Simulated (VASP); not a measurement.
Input:

```yaml
crystal:
  lattice:
    - [4.21205, 0.00000, 0.00000]
    - [-2.10603, 3.64774, 0.00000]
    - [0.00000, 0.00000, 7.26943]
  atoms:
    - { symbol: Sr, position: [0.00000, 0.00000, 0.00000] }
    - { symbol: Zn, position: [0.66667, 0.33333, 0.37134] }
    - { symbol: Zn, position: [0.33333, 0.66667, 0.62866] }
    - { symbol: As, position: [0.66667, 0.33333, 0.72794] }
    - { symbol: As, position: [0.33333, 0.66667, 0.27206] }
```

Method: r2SCAN meta-GGA, VASP's PBE PAW potentials (set 64) (plane waves; VASP 6.6.1). Settings: 400 eV cut-off, 7×7×4 Γ-centred mesh, tetrahedra with Blöchl corrections, potentials Sr_sv Zn As.

The path is coarsely sampled, so an indirect gap can come out somewhat too large.

### Question
Give the energies of bands 17 to 25 at the high-symmetry points, in eV from the valence-band maximum.

### Answer

```
band      Γ      M      K      A      L      H
----  -----  -----  -----  -----  -----  -----
17    -5.21  -5.65  -5.11  -4.20  -5.44  -5.13
18    -1.33  -4.65  -5.11  -2.12  -5.16  -5.13
19    -1.33  -2.81  -4.22  -0.90  -2.81  -3.83
20    -0.15  -2.38  -2.26  -0.90  -2.62  -2.80
21     0.00  -2.19  -2.26  -0.68  -1.13  -2.00
22     0.00  -1.47  -2.16  -0.68  -1.09  -2.00
23     0.72   0.99   3.56   0.75   1.35   2.38
24     1.30   3.10   3.57   2.07   1.85   2.38
25     2.40   3.19   3.57   3.29   2.61   4.89
```

The gap is indirect, 0.72 eV, from the valence maximum at Γ to the conduction minimum at Γ-A at 0.20.

The structure comes from a computed database's SrZn2As2 entry (P-3m1); how it stands against other phases isn't given here. It was relaxed first.
